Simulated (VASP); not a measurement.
These are r2SCAN meta-GGA, VASP's PBE PAW potentials (set 64) (plane waves; VASP) values and carry that method's errors.

Input for VASP

**KPOINTS**
```
Automatic
0
gamma
 10 10 10
0 0 0
```

### POSCAR
```
Dy(SiOs)2
5.6820110
 -0.3706002635   0.3706002635   0.8516518184
  0.3706002635  -0.3706002635   0.8516518184
  0.3706002635   0.3706002635  -0.8516518184
Dy Si Os
1 2 2
Cart
  0.0000000000   0.0000000000   1.7033036368
  0.0000000000  -0.0000000000   1.0719537801
  0.3706002635   0.3706002635  -0.2203019617
  0.0000000000   0.3706002635   0.4258259092
  0.3706002635   0.0000000000   0.4258259092
```

**INCAR**
```
ALGO  =  Normal
EDIFF  =  1E-7
ENCUT  =  480
ISIF  =  2
ISMEAR  =  1
LASPH  =  .TRUE.
LCHARG  =  .FALSE.
LMAXMIX  =  6
LMIXTAU  =  .TRUE.
LREAL  =  .FALSE.
LWAVE  =  .FALSE.
METAGGA  =  R2SCAN
NELM  =  100
PREC  =  Accurate
SIGMA  =  0.1
SYSTEM  =  Dy(SiOs)2
```

POTCAR, in this order: Dy_3 Si Os (PBE.64 set). Program: vasp_std.

What will the output report for the number of irreducible k-points (NKPTS), number of bands (NBANDS), largest plane-wave count, number of space-group operations, FFT grid (NGX, NGY, NGZ)?

```json
{
 "number of irreducible k-points (NKPTS)": "102",
 "number of bands (NBANDS)": "20",
 "largest_plane_wave_count": "2074",
 "number_of_space_group_operations": "16",
 "FFT grid (NGX, NGY, NGZ)": "42 × 42 × 42"
}
```

The structure comes from a computed database's DyOs2Si2 entry (I4/mmm); how it stands against other phases isn't given here. This cell was strained or had an atom moved on purpose. The electron count is odd and the run is not spin-polarised, which forces a metal. The 4f electrons are frozen in the core of the lanthanide potential, so 4f levels, which can set the real gap, and their magnetism are missing.
